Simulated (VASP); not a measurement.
Data:

```
KZnF3
1.0
    3.72888     0.00000     0.00000
    0.00000     3.72888     0.00000
    0.00000     0.00000     3.72888
K Zn F
1 1 3
Direct
  0.00000   0.00000   0.00000
  0.50000   0.50000   0.50000
  0.50000   0.00000   0.50000
  0.00000   0.50000   0.50000
  0.50000   0.50000   0.00000
```

Level of theory: LDA (Ceperley-Alder, Perdew-Zunger), VASP's LDA PAW potentials (set 64) (plane waves; VASP). Numerical set-up: 620 eV cut-off, 6×6×6 Γ-centred mesh, Gaussian smearing of 0.050 eV, potentials K_sv Zn F.

Energy and stress use the plane-wave basis of the starting cell.

Question: The ions, cell shape and volume at an external pressure of 45.0 GPa are relaxed. What does this cell relax into?

Answer: 
```
KZnF3
1.0
    3.65555     0.00000     0.00000
    0.00000     3.65555     0.00000
    0.00000     0.00000     3.65555
K Zn F
1 1 3
Cartesian
  0.00000   0.00000   0.00000
  1.82778   1.82778   1.82778
  1.82778   0.00000   1.82778
  0.00000   1.82778   1.82778
  1.82778   1.82778   0.00000
```
Space group Pm-3m (221), at a tolerance of 0.03 Å.

Question: How do energy and volume change from the first to the last step?

Answer: The energy (σ→0) changes by +138.8 meV/atom and the volume by -5.8 %, in 4 ionic steps.

| step | E(σ→0) (eV) | max force (eV/Å) | pressure (GPa) | volume (Å³) |
|---|---|---|---|---|
| 1 | -22.2127 | 0.000 | 29.98 | 51.85 |
| 2 | -20.0813 | 0.000 | 73.19 | 44.89 |
| 3 | -21.5347 | 0.000 | 44.65 | 48.91 |
| 4 | -21.5186 | 0.000 | 44.94 | 48.85 |

The compound is KZnF3 in the cubic perovskite structure. This run relaxes it under an external pressure of 45 GPa. Symmetry was kept, so distortions that lower it aren't found.
